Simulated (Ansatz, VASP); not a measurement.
## NiO: VASP beside Ansatz

One calculation is typed for both programs; each brings its own data sets and cutoff. How far apart do they land? The cell is taken from a series of VASP runs on this material, whose earlier steps may have relaxed, scaled or displaced it; both programs get it as it stands.

Method: plane waves, with VASP 6.6.1 beside it; band structure at PBE with D3(BJ), DFT+U and single point at PBE with D3(BJ), DFT+U, in Ansatz 0.2.0.

### 1. Set-up

Symmetry: Fm-3m, No. 225, cubic system. The conventional cell has a = 4.182 Å, b = 4.182 Å, c = 4.182 Å, α = 90.00°, β = 90.00°, γ = 90.00°. Nearest to Ni lie 6 O at 2.09 Å. O has 6 Ni at 2.09 Å nearest. Farther neighbours and most contacts between anions are not listed.

Structure file:

```xyz
2
Lattice="0.0000 2.0908 2.0908 2.0908 0.0000 2.0908 2.0908 2.0908 0.0000" Properties=species:S:1:pos:R:3 pbc="T T T"
Ni    0.0000    0.0000    0.0000
O     2.0908    2.0908    2.0908
```

### 2. VASP: band structure, PBE with D3(BJ), DFT+U

A single point gives forces, pressure and levels at one fixed geometry, so differences don't come from the geometry; what else differs is listed under the comparison.

Lines of VASP's logs that name or quote its potential files are left out, and so is its time.

The input, INCAR:

```
SYSTEM = NiO
PREC = Accurate
ENCUT = 520
EDIFF = 1E-06
NELM = 100
ISMEAR = 0
SIGMA = 0.05
LREAL = .FALSE.
ALGO = Normal
GGA = PE
IVDW = 12
NBANDS = 21
ISPIN = 2
MAGMOM = 1.784 0.201
LDAU = .TRUE.
LDAUTYPE = 2
LDAUL = 2 -1
LDAUU = 5 0
LDAUJ = 0 0
LDAUPRINT = 1
LASPH = .TRUE.
LMAXMIX = 4
LORBIT = 11
LWAVE = .FALSE.
LCHARG = .FALSE.
KPAR = 2
```

The input, POSCAR:

```
NiO
1.0
    0.0000000000      2.0908002819      2.0908002819
    2.0908002819      0.0000000000      2.0908002819
    2.0908002819      2.0908002819      0.0000000000
Ni O
1 1
Direct
    0.0000000000      0.0000000000      0.0000000000
    0.5000000000      0.5000000000      0.5000000000
```

The input, KPOINTS:

```
Automatic mesh
0
Gamma
8 8 8
0 0 0
```

The input, KPOINTS_OPT:

```
Line mode
16
Line-mode
Reciprocal
  0.00000000   0.00000000   0.00000000 GAMMA
  0.50000000   0.00000000   0.50000000 X

  0.50000000   0.00000000   0.50000000 X
  0.50000000   0.25000000   0.75000000 W

  0.50000000   0.25000000   0.75000000 W
  0.37500000   0.37500000   0.75000000 K

  0.37500000   0.37500000   0.75000000 K
  0.00000000   0.00000000   0.00000000 GAMMA

  0.00000000   0.00000000   0.00000000 GAMMA
  0.50000000   0.50000000   0.50000000 L

  0.50000000   0.50000000   0.50000000 L
  0.62500000   0.25000000   0.62500000 U

  0.62500000   0.25000000   0.62500000 U
  0.50000000   0.25000000   0.75000000 W

  0.50000000   0.25000000   0.75000000 W
  0.50000000   0.50000000   0.50000000 L

  0.50000000   0.50000000   0.50000000 L
  0.37500000   0.37500000   0.75000000 K

  0.62500000   0.25000000   0.62500000 U
  0.50000000   0.00000000   0.50000000 X
```

The projector-augmented-wave data sets are Ni and O (PBE family, release 64).

On the command line:

```bash
$ mpirun -np 2 vasp_std
```

Numbers of over 12 decimals in the logs are rounded to 6 here.

What it wrote:

```text
[banner, memory and clock lines left out]
running    2 mpi-ranks, on    1 nodes
 distrk:  each k-point on    1 cores,    2 groups
 distr:  one band on    1 cores,    1 groups

 POSCAR found type information on POSCAR NiO
 POSCAR found :  2 types and       2 ions
 LDA part: xc-table for (Slater+PW92), standard interpolation
 POSCAR, INCAR and KPOINTS ok, starting setup
 FFT: planning ... GRIDC
 FFT: planning ... GRID_SOFT
 FFT: planning ... GRID
 WAVECAR not read
 entering main loop
       N       E                     dE             d eps       ncg     rms          rms(c)
DAV:   1     0.905433018605E+02    0.90543E+02   -0.68736E+03  2628   0.976E+02
DAV:   2    -0.446898674714E+01   -0.95012E+02   -0.83432E+02  2566   0.227E+02
DAV:   3    -0.103404205901E+02   -0.58714E+01   -0.57197E+01  2756   0.553E+01
DAV:   4    -0.103903189719E+02   -0.49898E-01   -0.49866E-01  2822   0.509E+00
DAV:   5    -0.103908841924E+02   -0.56522E-03   -0.56521E-03  2783   0.504E-01    0.155E+01
DAV:   6    -0.101356688938E+02    0.25522E+00   -0.11763E+01  2768   0.581E+01    0.184E+01
DAV:   7    -0.100721907885E+02    0.63478E-01   -0.10211E+00  2751   0.238E+01    0.890E+00
DAV:   8    -0.102545632794E+02   -0.18237E+00   -0.15389E-01  2939   0.364E+00    0.547E+00
DAV:   9    -0.103329478338E+02   -0.78385E-01   -0.39946E-02  2823   0.542E+00    0.481E-01
DAV:  10    -0.103379471375E+02   -0.49993E-02   -0.20542E-02  3167   0.161E+00    0.388E-01
DAV:  11    -0.103379950324E+02   -0.47895E-04   -0.21588E-03  3156   0.788E-01    0.118E-01
DAV:  12    -0.103382093922E+02   -0.21436E-03   -0.17053E-04  2739   0.316E-01    0.518E-02
DAV:  13    -0.103382654995E+02   -0.56107E-04   -0.77098E-05  3377   0.137E-01    0.187E-02
DAV:  14    -0.103382698677E+02   -0.43682E-05   -0.16744E-05  2791   0.366E-02    0.616E-03
DAV:  15    -0.103382699087E+02   -0.41023E-07   -0.45082E-07  1707   0.658E-03
   1 F= -.10868226E+02 E0= -.10868226E+02  d E =-.230969E-30  mag=     2.0000
 Start KPOINTS_OPT (optional k-point list driver)
k-point batch [1-29\160]
       N       E                     dE             ncg
DAV:   1     0.362045082087E+04   -0.12809E+05     2619
DAV:   2     0.973755274217E+03   -0.26467E+04     2492
DAV:   3     0.808339547196E+03   -0.16542E+03     2970
DAV:   4     0.806964696686E+03   -0.13749E+01     2899
DAV:   5     0.806950722611E+03   -0.13974E-01     3072
DAV:   6     0.806950321123E+03   -0.40149E-03     3032
DAV:   7     0.806950306215E+03   -0.14908E-04     2972
DAV:   8     0.806950305746E+03   -0.46827E-06     2071
[...]
k-point batch [146-160\160]
       N       E                     dE             ncg
DAV:   1     0.127470570562E+05   -0.98734E+04     1355
DAV:   2     0.113370400529E+05   -0.14100E+04     1294
DAV:   3     0.112446234647E+05   -0.92417E+02     1555
DAV:   4     0.112437972858E+05   -0.82618E+00     1549
DAV:   5     0.112437901705E+05   -0.71153E-02     1534
DAV:   6     0.112437899518E+05   -0.21869E-03     1689
DAV:   7     0.112437899448E+05   -0.70048E-05     1511
DAV:   8     0.112437899446E+05   -0.21481E-06     1163
```

OUTCAR, selected parts (step 2):

```text
ion  position               nearest neighbor table
   1  0.000  0.000  0.000-   2 2.09   2 2.09   2 2.09   2 2.09   2 2.09   2 2.09
   2  0.500  0.500  0.500-   1 2.09   1 2.09   1 2.09   1 2.09   1 2.09   1 2.09

  LATTYP: Found a face centered cubic cell.
 ALAT       =     4.1816005638

 Subroutine GETGRP returns: Found 48 space group operations
 (whereof 48 operations were pure point group operations)

The static configuration has the point symmetry O_h .

 Found     29 irreducible k-points:

   k-points           NKPTS =     29   k-points in BZ     NKDIM =     29   number of bands    NBANDS=     21

   dimension x,y,z NGX =    24 NGY =   24 NGZ =   24
   dimension x,y,z NGXF=    48 NGYF=   48 NGZF=   48

   ENCUT  =  520.0 eV  38.22 Ry    6.18 a.u.   5.50  5.50  5.50*2*pi/ulx,y,z

   NELECT =      16.0000    total number of electrons

 k-points in reciprocal lattice and weights: Automatic mesh
   0.00000000  0.00000000  0.00000000       0.002
   0.12500000  0.00000000  0.00000000       0.016
   0.25000000  0.00000000  0.00000000       0.016
   0.37500000  0.00000000  0.00000000       0.016
   0.50000000  0.00000000  0.00000000       0.008
   0.12500000  0.12500000  0.00000000       0.012
   0.25000000  0.12500000  0.00000000       0.047
   0.37500000  0.12500000  0.00000000       0.047
   0.50000000  0.12500000  0.00000000       0.047
[...]
-0.37500000  0.50000000  0.12500000       0.023
  -0.25000000  0.50000000  0.25000000       0.012

atom =   1  type =  1  l = 2

 onsite density matrix

spin component  1

  0.9800  0.0000 -0.0000 -0.0000  0.0000
  0.0000  0.9800  0.0000 -0.0000  0.0000
 -0.0000  0.0000  1.0309  0.0000 -0.0000
 -0.0000 -0.0000  0.0000  0.9800 -0.0000
  0.0000  0.0000 -0.0000 -0.0000  1.0309

spin component  2

  0.9780  0.0000 -0.0000 -0.0000  0.0000
  0.0000  0.9780  0.0000 -0.0000  0.0000
 -0.0000  0.0000  0.1535  0.0000 -0.0000
 -0.0000 -0.0000  0.0000  0.9780 -0.0000
  0.0000  0.0000 -0.0000 -0.0000  0.1535

 occupancies and eigenvectors

  o =  0.1535  v =  0.0000  0.0000  0.0000  0.0000  0.0000  0.0000  0.0000 -1.0000 -0.0000 -0.0002      0.0000  0.0000  0.0000  0.0000  0.0000  0.0000  0.0000  0.0000  0.0000  0.0000
  o =  0.1535  v =  0.0000  0.0000  0.0000  0.0000  0.0000  0.0000  0.0000  0.0002 -0.0000 -1.0000      0.0000  0.0000  0.0000  0.0000  0.0000  0.0000  0.0000  0.0000  0.0000  0.0000
  o =  0.9780  v =  0.0000  0.0000  0.0000  0.0000  0.0000  1.0000  0.0000  0.0000  0.0000  0.0000      0.0000  0.0000  0.0000  0.0000  0.0000  0.0000  0.0000  0.0000  0.0000  0.0000
  o =  0.9780  v =  0.0000  0.0000  0.0000  0.0000  0.0000  0.0000  0.4491  0.0000 -0.8935  0.0000      0.0000  0.0000  0.0000  0.0000  0.0000  0.0000  0.0000  0.0000  0.0000  0.0000
  o =  0.9780  v =  0.0000  0.0000  0.0000  0.0000  0.0000  0.0000  0.8935  0.0000  0.4491  0.0000      0.0000  0.0000  0.0000  0.0000  0.0000  0.0000  0.0000  0.0000  0.0000  0.0000
  o =  0.9800  v =  0.0000 -0.9987 -0.0000 -0.0509 -0.0000  0.0000  0.0000  0.0000  0.0000  0.0000      0.0000  0.0000  0.0000  0.0000  0.0000  0.0000  0.0000  0.0000  0.0000  0.0000
  o =  0.9800  v =  0.0000 -0.0509  0.0000  0.9987  0.0000  0.0000  0.0000  0.0000  0.0000  0.0000      0.0000  0.0000  0.0000  0.0000  0.0000  0.0000  0.0000  0.0000  0.0000  0.0000
  o =  0.9800  v =  1.0000  0.0000  0.0000  0.0000  0.0000  0.0000  0.0000  0.0000  0.0000  0.0000      0.0000  0.0000  0.0000  0.0000  0.0000  0.0000  0.0000  0.0000  0.0000  0.0000
  o =  1.0309  v =  0.0000  0.0000 -0.9795  0.0000 -0.2013  0.0000  0.0000  0.0000  0.0000  0.0000      0.0000  0.0000  0.0000  0.0000  0.0000  0.0000  0.0000  0.0000  0.0000  0.0000
  o =  1.0309  v =  0.0000 -0.0000 -0.2013 -0.0000  0.9795  0.0000  0.0000  0.0000  0.0000  0.0000      0.0000  0.0000  0.0000  0.0000  0.0000  0.0000  0.0000  0.0000  0.0000  0.0000

 average (electrostatic) potential at core
       1 -84.4061       2 -67.5734

 E-fermi :   7.3494

 spin component 1
 k-point     1 :       0.0000    0.0000    0.0000
  band No.  band energies     occupation
    ...
      5       2.4125      1.00000
      6       2.4125      1.00000
      7       5.2874      1.00000
      8       5.2874      1.00000
      9       5.2874      1.00000
     10       9.4637      0.00000
     11      25.1123      0.00000
     12      25.1124      0.00000
     13      25.1124      0.00000
     14      25.7524      0.00000
    ...

 k-point     2 :       0.1250    0.0000    0.0000
  band No.  band energies     occupation
    ...
      5       2.4574      1.00000
      6       2.4575      1.00000
      7       4.5531      1.00000
      8       5.6012      1.00000
      9       5.6012      1.00000
     10      10.5154      0.00000
     11      22.1701      0.00000
     12      24.9142      0.00000
     13      24.9142      0.00000
     14      27.7657      0.00000
    ...

 k-point     3 :       0.2500    0.0000    0.0000
  band No.  band energies     occupation
    ...
      5       2.6395      1.00000
      6       2.6395      1.00000
      7       3.9927      1.00000
      8       6.2278      1.00000
      9       6.2279      1.00000
     10      12.2329      0.00000
     11      19.5767      0.00000
     12      23.6260      0.00000
     13      23.6260      0.00000
     14      27.8285      0.00000
    ...

 k-point     4 :       0.3750    0.0000    0.0000
  band No.  band energies     occupation
    ...
      5       2.8549      1.00000
      6       2.8550      1.00000
      7       4.0378      1.00000
      8       6.7543      1.00000
      9       6.7543      1.00000
     10      13.3005      0.00000
     11      18.1604      0.00000
     12      22.2776      0.00000
     13      22.2776      0.00000
     14      27.8172      0.00000
    ...

 k-point     5 :       0.5000    0.0000    0.0000
  band No.  band energies     occupation
    ...
      5       2.9489      1.00000
      6       2.9490      1.00000
      7       4.1238      1.00000
      8       6.9553      1.00000
      9       6.9553      1.00000
     10      13.4954      0.00000
     11      17.8800      0.00000
     12      21.7640      0.00000
     13      21.7640      0.00000
     14      27.9345      0.00000
    ...

 k-point     6 :       0.1250    0.1250    0.0000
  band No.  band energies     occupation
    ...
      5       2.3791      1.00000
      6       2.3791      1.00000
      7       4.9424      1.00000
      8       5.2930      1.00000
      9       5.2930      1.00000
     10      10.8947      0.00000
     11      22.2542      0.00000
     12      24.4922      0.00000
     13      24.4922      0.00000
     14      25.2202      0.00000
    ...

 Edisp (eV)   -0.52996

  Total      -0.00731    -0.00731    -0.00731    -0.00000    -0.00000     0.00000
  in kB      -0.64070    -0.64070    -0.64070    -0.00000    -0.00000     0.00000
  external pressure =       -0.64 kB  Pullay stress =        0.00 kB

  energy-cutoff  :      520.00
  volume of cell :       18.28
      direct lattice vectors                 reciprocal lattice vectors
     0.000000000  2.090800282  2.090800282    -0.239142880  0.239142880  0.239142880
     2.090800282  0.000000000  2.090800282     0.239142880 -0.239142880  0.239142880
     2.090800282  2.090800282  0.000000000     0.239142880  0.239142880 -0.239142880

 POSITION                                       TOTAL-FORCE (eV/Angst)
 -----------------------------------------------------------------------------------
      0.00000      0.00000      0.00000         0.000000      0.000000      0.000000
      2.09080      2.09080      2.09080        -0.000000     -0.000000     -0.000000
 -----------------------------------------------------------------------------------
    total drift:                                0.000000     -0.000000     -0.000000

  FREE ENERGIE OF THE ION-ELECTRON SYSTEM (eV)
  ---------------------------------------------------
  free  energy   TOTEN  =       -10.8682255480 eV

  energy  without entropy=      -10.8682255480  energy(sigma->0) =      -10.86822555

 total charge
# of ion       s       p       d       tot
------------------------------------------
    1        0.342   0.421   8.216   8.979
    2        1.548   3.476   0.000   5.025
--------------------------------------------------
tot          1.890   3.897   8.216  14.003

 magnetization (x)
# of ion       s       p       d       tot
------------------------------------------
    1        0.011   0.014   1.759   1.784
    2        0.020   0.181   0.000   0.201
--------------------------------------------------
tot          0.032   0.194   1.759   1.985

[... 6 further parts left out ...]
```

Experiment finds antiferromagnetic order in this phase (below 523 K, arxiv:1210.6675), so this ferromagnetic run describes another state. Direct gaps are counted within one spin. The valence top and the conduction bottom belong to opposite spins.

[end of part 1 of 2]

[Lines on the potential files, build, host, timing and source positions are cut from VASP's logs without a mark.]

[Logs are printed without paths, hosts, clocks, repeated set-up lines and the standing remarks that a program may print on its own settings, such as how far it seeks lower states.]

[Hosts, paths, dates, database ids (printed as entryN), source tags and the programs' standing remarks are cut or masked in the printed files.]
